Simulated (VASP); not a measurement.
Write the native input for VASP 6.6.1 that does the following.

```yaml
Task: relaxation of cell and atoms
Functional: LDA
Potentials_or_basis: VASP PAW LDA potentials, release 64 (Zr_sv, B)
Cutoff: 600 eV
k_mesh: 9 × 9 × 6
Occupations: gaussian, width 0.1 eV
Spin: no spin polarisation
Dipole_correction: no
Further_INCAR_settings: ALGO = Fast; EDIFF = 1e-07; IBRION = 2; EDIFFG = -0.05; NSW = 100; ISIF = 3
```

The structure of ZrB2 lies in POSCAR:

```
ZrB2
1.0
    3.1700000000      0.0000000000      0.0000000000
   -1.5850000000      2.7453005300      0.0000000000
    0.0000000000      0.0000000000      3.5330000000
Zr B
1 2
Direct
    0.0000000000      0.0000000000      0.0000000000
    0.3333333333      0.6666666667      0.5000000000
    0.6666666667      0.3333333333      0.5000000000
```

One way to write it, as run:

INCAR

```
PREC = Accurate
ENCUT = 600
EDIFF = 1E-7
ISMEAR = 0
SIGMA = 0.1
LREAL = F
LASPH = T
NELM = 100
ALGO = Fast
ISIF = 3
LWAVE = F
LCHARG = F
IBRION = 2
NSW = 100
EDIFFG = -0.05
```

KPOINTS

```
regular mesh
0
Gamma
  9 9 6
```

Potentials or basis: VASP PAW LDA potentials, release 64 (Zr_sv, B).

Run with:

```bash
$ cat potpaw_LDA.64/Zr_sv/POTCAR potpaw_LDA.64/B/POTCAR > POTCAR
$ mpirun -np 1 vasp_std > vasp.out
```

It gave:

- Relaxed volume: 9.91 Å³/atom
- Relaxed cell: a = 3.135 Å, b = 3.135 Å, c = 3.494 Å, α = 90.00°, β = 90.00°, γ = 120.00°
- Space group after relaxing (to 0.05 Å): P6/mmm (No. 191)
- Energy gained by relaxing: 9.1 meV/atom
- Ionic steps: 3
- Pressure after relaxing: -0.1 GPa
- Band gap on the k mesh: none (metal or under the smearing width)

Run time: 2.1 min on 1 thread of AMD EPYC 7R13 Processor (Zen 3) (shared host), peak memory 0.13 GiB.
